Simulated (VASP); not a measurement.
An input for Quantum ESPRESSO's pw.x (written as the equivalent of a VASP run, and not itself run):

```
&CONTROL
  calculation = 'vc-relax'
  pseudo_dir = './pseudo'
  outdir = './out'
  tprnfor = .true.
  tstress = .true.
  nstep = 40
  forc_conv_thr = 0.00078
/
&SYSTEM
  ibrav = 0
  nat = 2
  ntyp = 2
  ecutwfc = 84
  occupations = 'smearing'
  smearing = 'methfessel-paxton'
  degauss = 0.00735
  input_dft = 'pbesol'
/
&ELECTRONS
  conv_thr = 7.3e-08
  electron_maxstep = 100
/
&IONS
/
&CELL
  press = 50
/
ATOMIC_SPECIES
  V 50.941 V.upf
  N 14.007 N.upf
CELL_PARAMETERS angstrom
     0.0000000    2.0379495    2.0379495
     2.0379495    0.0000000    2.0379495
     2.0379495    2.0379495    0.0000000
ATOMIC_POSITIONS crystal
  V    0.0000000  0.0000000  0.0000000
  N    0.5000000  0.5000000  0.5000000
K_POINTS automatic
  15 15 15 0 0 0
```

Question: Write the VASP files for the same calculation (PBEsol).

Answer: One answer among several that fit: 
KPOINTS:
```
K-points
0
gamma
  15 15 15
```

File POSCAR:
```
VN
1.0
  0.0000000000   2.0379495295   2.0379495295
  2.0379495295   0.0000000000   2.0379495295
  2.0379495295   2.0379495295   0.0000000000
V N
1 1
Direct
  0.0000000000   0.0000000000   0.0000000000
  0.5000000000   0.5000000000   0.5000000000
```

**INCAR**
```
! general
SYSTEM   =  VN
PREC     =  Accurate
ENCUT    =  620
LREAL    =  .FALSE.
LASPH    =  .TRUE.

! electronic loop
EDIFF    =  1E-6
NELM     =  100
ALGO     =  Normal
LMAXMIX  =  4

! smearing
ISMEAR   =  1
SIGMA    =  0.1

! functional
GGA      =  PS

! ions
IBRION   =  2
NSW      =  40
ISIF     =  3
EDIFFG   =  -0.02
PSTRESS  =  50

! output
LWAVE    =  .FALSE.
LCHARG   =  .FALSE.
```

POTCAR, in this order: V_sv N (PBE.64 set). Program: vasp_std.

What does not carry over: the potentials are each code's own (VASP's PAW set, PseudoDojo norm-conserving files in pw.x), so ENCUT and ecutwfc are chosen apart and not converted; conv_thr bounds pw.x's estimated SCF error, while EDIFF bounds the energy change between steps; forc_conv_thr acts on force components and is met together with etot_conv_thr.

The compound is VN in the rock salt structure, which distorts at low temperature. This run relaxes it under an external pressure of 5 GPa. Symmetry was kept, so distortions that lower it aren't found.
